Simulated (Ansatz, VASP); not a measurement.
# Cross-check of RbZnH3 between VASP and Ansatz, part 2 of 2

Aim: how closely do two programs agree when they are given the same cell, functional and k mesh? The cell is generated by rule, not measured, and may not be a known phase. The cell is taken from a series of runs on this material, whose earlier steps may have relaxed, scaled, displaced or heated it; both programs get it as it stands.

VASP 6.6.1 and Ansatz 0.2.0.

So far: Starting point; VASP: zone-centre phonons, PBEsol.

The structure was built from a prototype and need not be the compound's stable phase.

### 3. Ansatz: zone-centre phonons, PBEsol

Level of this step: Ansatz beside VASP: Kohn-Sham DFT, plane waves, PBEsol (Ansatz).

Ansatz runs on its PAW soft_1 files.

The same cell, functional, mesh and smearing now go to Ansatz, which takes its cutoff from its data sets.

File input.yaml:

```yaml
crystal:
  lattice:
    - [3.8909810134, 0.0, 0.0]
    - [0.0, 3.8909810134, 0.0]
    - [0.0, 0.0, 3.8909810134]
  atoms:
    - { symbol: Rb, position: [0.0, 0.0, 0.0] }
    - { symbol: Zn, position: [0.5, 0.5, 0.5] }
    - { symbol: H, position: [0.5, 0.5, 0.0] }
    - { symbol: H, position: [0.5, 0.0, 0.5] }
    - { symbol: H, position: [0.0, 0.5, 0.5] }
kpoints:
  mp_grid: { grid: [12, 12, 12] }
hamiltonian:
  xc: pbesol
  pseudopotentials: { kind: paw, azcp: { folder: soft_1 }, xc_functional: pbe }
scf:
  occupations: { method: methfessel_paxton, width: 0.2 }
output:
  eigenvalues: true
phonons:
  method: dfpt
```

Run with:

```bash
$ ansatz run input.yaml --threads 4 --pin off --max-ram 16384MiB --backend cpu --events-out ev --progress --plain --runs-dir out
```

Numbers of over 12 decimals in the logs are rounded to 6 here.

The program printed:

```text
zone centre: on kpoints.mp_grid the ground state, and the responses unless they are solved on pairs of k-points, stand on 343 of the mesh's 1728 k-points, reduced under 8 symmetry operations, with k and −k counted as one. Each operation leaves every solved displacement unchanged or reverses it
Engine: ansatz 0.2.0, aarch64-unknown-linux-gnu
Pseudopotentials: kind: paw
Pseudopotential: Rb, paw, valence charge 9, recommended cutoff 420 eV (normal), soft_1/Rb.paw.azcp
Pseudopotential: Zn, paw, valence charge 12, recommended cutoff 420 eV (normal), soft_1/Zn.paw.azcp
Pseudopotential: H, paw, valence charge 1, recommended cutoff 420 eV (normal), soft_1/H.paw.azcp
Functional definition: PBEsol
  exchange = pbesol_x
  correlation = pbesol_c
Crystal: 5 atoms, lattice volume = 58.908 Å³
Basis set: ecut = 420 eV, 1189 PW (Γ), exchange–correlation on 54×54×54 points (8 copies of the dense FFT grid, shifted against one another)
Bands: 17, of which v1, the nominal top of the filled ones, is band 12 counted from 1 (11 counted from 0)
Symmetry: 48 space group operations
k-points: 343 of 1728 (irreducible under 8 space group operations)
Non-local potential: Rb, projectors of the file, l = 0: 3, l = 1: 2, l = 2: 2
Non-local potential: Zn, projectors of the file, l = 0: 2, l = 1: 2, l = 2: 3, l = 3: 1
Non-local potential: H, projectors of the file, l = 0: 2, l = 1: 1
PAW form: soft (Blöchl's): semilocal exchange-correlation on the pseudo side does not see the compensation charge
PAW frozen core: Rb, regenerated for the run's functional, and the local potential with it (the file was generated under x = pbe(κ = 0.804, μ = 0.219515), c = pbe(β = 0.066725))
PAW frozen core: Zn, regenerated for the run's functional, and the local potential with it (the file was generated under x = pbe(κ = 0.804, μ = 0.219515), c = pbe(β = 0.066725))
PAW one-centre angular grid: Rb, 110 points (default); XC on 64 Gauss nodes
PAW one-centre angular grid: Zn, 590 points (default); XC on 64 Gauss nodes
PAW one-centre angular grid: H, 110 points (default); XC on 64 Gauss nodes
Initial density: superposition of atomic densities (chi_scale 0.1, normalization cell, long waves kept (reshape's long-wave potential 0.00 eV rms))
Initial wavefunctions: pseudopotential atomic-orbital guess
Functional: x = pbesol(κ = 0.804, μ = 0.123457), c = pbesol(β = 0.046)
SCF iter   1: F=—  HF=-6547.004118 eV  |F-HF|=—  |Δ(HF+E_count)|=         —  Δρ=1.25e-1  dr2=7.42e0  ethr=3.10e-3  ⟨swp⟩=5.2  Hψ=33224  notcnv=0
preconditioner: auto → Kerker (q_TF=auto, 2.349 Å⁻¹)  [metal: Δε(μ)=0.078 eV  Ē_g=10.662 eV  σ=0.200 eV  W_gap=0.32  n_scr=18 (ndim 8)  ℏωp=22.7 eV  f_vac=0.000  D(μ)=0.66/eV (n_scr^D=0)]
SCF iter   2: F=—  HF=-6545.538109 eV  |F-HF|=—  |Δ(HF+E_count)|=    1.47e0  S|Δr|=    0.00e0  Δρ=5.19e-2  dr2=7.67e-1  ethr=3.10e-3  ⟨swp⟩=3.2  Hψ=16047  notcnv=0  defer=304
SCF iter   3: F=—  HF=-6545.120344 eV  |F-HF|=—  |Δ(HF+E_count)|=   4.18e-1  S|Δr|=    0.00e0  Δρ=2.10e-2  dr2=3.65e-1  ethr=3.10e-3  ⟨swp⟩=2.0  Hψ=12665  notcnv=0  defer=317
SCF iter   4: F=—  HF=-6545.037958 eV  |F-HF|=—  |Δ(HF+E_count)|=   8.24e-2  S|Δr|=    0.00e0  Δρ=8.74e-3  dr2=3.38e-2  ethr=1.52e-3  ⟨swp⟩=2.3  Hψ=11917  notcnv=0  defer=301
SCF iter   5: F=—  HF=-6545.042531 eV  |F-HF|=—  |Δ(HF+E_count)|=   4.57e-3  S|Δr|=    0.00e0  Δρ=3.39e-3  dr2=3.06e-3  ethr=1.41e-4  ⟨swp⟩=2.0  Hψ=9071  notcnv=0  defer=307
SCF iter   6: F=—  HF=-6545.042064 eV  |F-HF|=—  |Δ(HF+E_count)|=   4.67e-4  S|Δr|=    0.00e0  Δρ=3.14e-4  dr2=6.90e-5  ethr=1.28e-5  ⟨swp⟩=2.0  Hψ=9715  notcnv=0  defer=307
SCF iter   7: F=—  HF=-6545.042060 eV  |F-HF|=—  |Δ(HF+E_count)|=   4.01e-6  S|Δr|=    0.00e0  Δρ=3.18e-4  dr2=3.55e-5  ethr=2.87e-7  ⟨swp⟩=2.1  Hψ=8480  notcnv=0  defer=307
SCF iter   8: F=—  HF=-6545.042050 eV  |F-HF|=—  |Δ(HF+E_count)|=   1.00e-5  S|Δr|=    0.00e0  Δρ=6.22e-5  dr2=1.82e-6  ethr=1.48e-7  ⟨swp⟩=2.0  Hψ=7136  notcnv=0  defer=307
SCF iter   9: F=—  HF=-6545.042049 eV  |F-HF|=—  |Δ(HF+E_count)|=   3.26e-7  S|Δr|=    0.00e0  Δρ=5.26e-6  dr2=1.31e-8  ethr=7.60e-9  ⟨swp⟩=2.0  Hψ=8193  notcnv=0  defer=307
SCF iter  10: F=—  HF=-6545.042049 eV  |F-HF|=—  |Δ(HF+E_count)|=   7.29e-9  S|Δr|=    0.00e0  Δρ=6.42e-7  dr2=2.63e-10  ethr=5.45e-11  ⟨swp⟩=2.1  Hψ=9693  notcnv=0  defer=307
SCF iter  11: F=—  HF=-6545.042049 eV  |F-HF|=—  |Δ(HF+E_count)|=  2.93e-10  S|Δr|=    0.00e0  Δρ=1.44e-7  dr2=1.14e-11  ethr=1.09e-12  ⟨swp⟩=2.0  Hψ=9293  notcnv=0  defer=307
SCF iter  12: F=-6545.042049 eV  HF=-6545.042049 eV  |F-HF|=0.00e0  |Δ(HF+E_count)|=  7.28e-12  S|Δr|=    0.00e0  Δρ=3.68e-8  dr2=5.21e-13  ethr=1.00e-12  ⟨swp⟩=11.9  Hψ=33609  notcnv=0
SCF 1 converged in 12 iterations: F = -6545.042049 eV  dr2 = 5.21e-13
  greatest PAW one-centre occupation: 0.983 electrons in one spin orbital (limit 2), on the Zn atom at site 1 (counted from 0), in its partial waves of l = 2
DFPT response loops at Γ: preconditioner auto → Kerker (q_TF=auto, 2.349 Å⁻¹) (partly filled bands, converged f_vac=0.000); β = 1.00, the filter's whole step (`scf.mixing.beta` (0.50) is not read by the response loops under this deck's `scf.mixing.preconditioner`; to damp them name `kerker` or `kerker_dos`, under which they read `scf.mixing.beta`, and type it under 1.00, their step now; both keys bind the ground state too); Broyden in place of MSR1
SCF converged after 12 iterations
Stability not checked: this state was not tested for a lower state beside it, because cold or Methfessel-Paxton smearing, or corrected tetrahedra, fill the levels in a way that the test cannot read (fill_not_monotonic; see scf.lower_state_search)
Free energy (F): -6545.042049 eV
Harris-Foulkes:  -6545.042049 eV  (|F-HF|=0.00e0)
Internal energy: -6545.041574 eV  (E = F + TS)
E sigma→0 (E₀):  -6545.041930 eV
Entropy (-TS):   -0.000476 eV (-0.095 meV/atom)
Fermi energy:    6.069877 eV
Step filling:    the computed levels leave a gap of 0.0164 eV = 0.1 smearing widths at the electron count; against every level under it full and every level over it empty, smearing changes F+E_penalty+E_count by -0.427 meV and its σ→0 estimate by -0.308 meV
--- Per-component energies (eV) ---
  E_band       = -52.751911
  E_kinetic    = 368.317986
  E_local      = -2581.794683  (includes V_loc(G=0)·N_el)
  E_nonlocal   = 1010.984364
  E_hartree    = 913.181445
  E_xc         = -227.399229
  E_vxc        = -215.099849  (∫ρ·V_xc dr)
  E_paw        = -4434.252154  (= ΣΔE_a)
  E_vpaw       = -461.520124  (= ΣTr[D̂ρ^β])
  E_aug_tail   = -0.002525  (compensation charges beyond the density's cutoff)
  E_ewald      = -1594.997805
  E_core_change = 0.921027  (= ΣΔE_core)
  E_smearing   = -0.000476  (= −TS)
  E_closure    = 0.000000  (closes the sum)
  Σ components = -6545.042049   (vs F -6545.042049, Δ=0.00e0)
--- Band table (eV; the first three rows and the last of 343) ---
  k-point 0: bands = [... 8 lower, -0.3607, -0.3607, 5.7897, 5.7897, 10.6865, 10.6865, 10.6865, 13.8414, ... 1 higher]
  k-point 1: bands = [... 8 lower, -0.3602, -0.3602, 5.5954, 5.8248, 10.6219, 10.6219, 10.7023, 13.5383, ... 1 higher]
  k-point 2: bands = [... 8 lower, -0.3588, -0.3588, 5.0536, 5.9261, 10.4457, 10.4457, 10.8692, 12.8484, ... 1 higher]
  k-point 342: bands = [... 8 lower, -0.3469, 2.4119, 2.4119, 2.4119, 4.7326, 13.2546, 13.2546, 13.2546, ... 1 higher]
--- Phonons (Γ-DFPT): 4 representative perturbations + reference, on 343 of 1728 k-points (Σ response iterations 13) ---
  k mesh reduced under 8 symmetry operations, with k and −k counted as one. Each operation leaves every solved displacement unchanged or reverses it
  ASR residual: 2.882e-5 → 0.000e0 eV/Å²; symmetrization residual: 4.437e-7 eV/Å²
  ASR residual per site (eV/Å²): 8.90e-6 2.88e-5 6.93e-6 6.93e-6 6.93e-6
  Γ frequencies (cm⁻¹): 0.00 0.00 0.00 66.34 66.34 66.34 461.84 461.84 461.84 790.69 790.69 790.69 978.50 978.50 978.50
  non-analytic LO–TO correction: not included (Born effective charges unavailable; polar crystals: no LO–TO splitting at Γ)
```

### 4. Comparison

Known differences besides the potentials themselves: the cutoff is 420 eV in Ansatz and 500 eV in VASP; Ansatz makes its cores anew for this functional, VASP keeps those of its PBE data sets. Total energies have different zeros and are not compared.

Compared:

| quantity | Ansatz | VASP | difference |
| --- | --- | --- | --- |
| optical mode 1 to 3 (cm⁻¹) | 66.3 | 65.6 | +1.15 % |
| optical mode 4 to 6 (cm⁻¹) | 461.8 | 469.5 | -1.62 % |
| optical mode 7 to 9 (cm⁻¹) | 790.7 | 795.4 | -0.60 % |
| optical mode 10 to 12 (cm⁻¹) | 978.5 | 986.4 | -0.80 % |

Modes are paired by rising frequency, not by their patterns, so a pair may set unlike modes beside each other; they are those without the splitting of longitudinal modes.

### 5. Summary of results

```json
{
  "r.m.s. difference of the optical zone-centre modes, each program's sorted by frequency (zone-centre phonons, PBEsol)": "6.0 cm⁻¹",
  "difference in optical mode 4 to 6 (zone-centre phonons, PBEsol)": "-1.6 %"
}
```

What this shows: The r.m.s. difference of the optical zone-centre modes, each program's sorted by frequency is 6.0 cm⁻¹ (zone-centre phonons, PBEsol). Among the rows given in per cent, the largest difference of the zone-centre phonons, PBEsol pair is in optical mode 4 to 6, -1.6 %. How closely two codes agree says nothing of how well the functional describes the real material.

[Lines on the potential files, build, host, timing and source positions are cut from VASP's logs without a mark.]

[Logs are printed without paths, hosts, clocks, repeated set-up lines and the standing remarks that a program may print on its own settings, such as how far it seeks lower states.]

[Hosts, paths, dates, database ids (printed as entryN), source tags and the programs' standing remarks are cut or masked in the printed files.]
